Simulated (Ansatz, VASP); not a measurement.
**Al2B2N in VASP and in Ansatz**

File INCAR:

```
ALGO = Normal
EDIFF = 1E-7
EDIFFG = -0.01
ENCUT = 600
GGA = PE
IBRION = 2
ISIF = 3
ISMEAR = 0
LASPH = True
LCHARG = False
LREAL = False
LWAVE = False
NELM = 100
NSW = 100
PREC = Accurate
SIGMA = 0.1
```

KPOINTS

```
k-points
0
Gamma
  12 12 6
```

Contents of POSCAR:

```
Al2B2N
1.0
    2.9805103739      0.0000000000      0.0000000000
   -1.4902551869      2.5811977000      0.0000000000
    0.0000000000      0.0000000000      5.9054802726
Al B N
2 2 1
Direct
    0.3333333333      0.6666666667      0.8043659964
    0.6666666667      0.3333333333      0.1956340036
    0.3333333333      0.6666666667      0.4621872875
    0.6666666667      0.3333333333      0.5378127125
    0.0000000000      0.0000000000      0.0000000000
```

Input for Ansatz:

```yaml
crystal:
  lattice:
    - [2.9805103739, 0.0, 0.0]
    - [-1.4902551869, 2.5811977, 0.0]
    - [0.0, 0.0, 5.9054802726]
  atoms:
    - { symbol: Al, position: [0.3333333333, 0.6666666667, 0.8043659964] }
    - { symbol: Al, position: [0.6666666667, 0.3333333333, 0.1956340036] }
    - { symbol: B, position: [0.3333333333, 0.6666666667, 0.4621872875] }
    - { symbol: B, position: [0.6666666667, 0.3333333333, 0.5378127125] }
    - { symbol: "N", position: [0.0, 0.0, 0.0] }
basis:
  ecutwfc: 420
kpoints:
  mp_grid: { grid: [12, 12, 6] }
hamiltonian:
  xc: pbe
scf:
  occupations: { method: gaussian, width: 0.1 }
output:
  forces: true
  stress: true
  eigenvalues: true
relax:
  adjacent_minimum: "off"
  f_tol: 0.01
  max_steps: 80
  cell: { stress_tol: 0.05 }
```

Change from the starting cell: species swapped into the MgZn2Sb2 type (P-3m1, No. 164).

Alike in both runs: task relaxation of cell and atoms; functional PBE; k mesh 12 × 12 × 6; occupations gaussian, width 0.1 eV; no spin polarisation.

|  | VASP | Ansatz |
| --- | --- | --- |
| version | VASP 6.6.1 | Ansatz 0.2.0 |
| potentials or method | VASP PAW PBE potentials, release 64 (Al, B, N) | scalar-relativistic, plane waves, PAW |
| plane-wave cutoff (eV) | 600 | 420 |
| valence electrons in the cell | 17 | 17 |

|  | VASP | Ansatz | Ansatz less VASP |
| --- | --- | --- | --- |
| gap on the k mesh at the Fermi level, each at its own relaxed structure (eV) | none | none | - |
| relaxed volume (Å³/atom) | 9.07 | 9.08 | +0.010 |
| relaxed cell length with the largest relative difference (Å) | 2.975 | 2.977 | +0.0012 |

A gap of «none» marks a metal or a gap that the smearing closes.
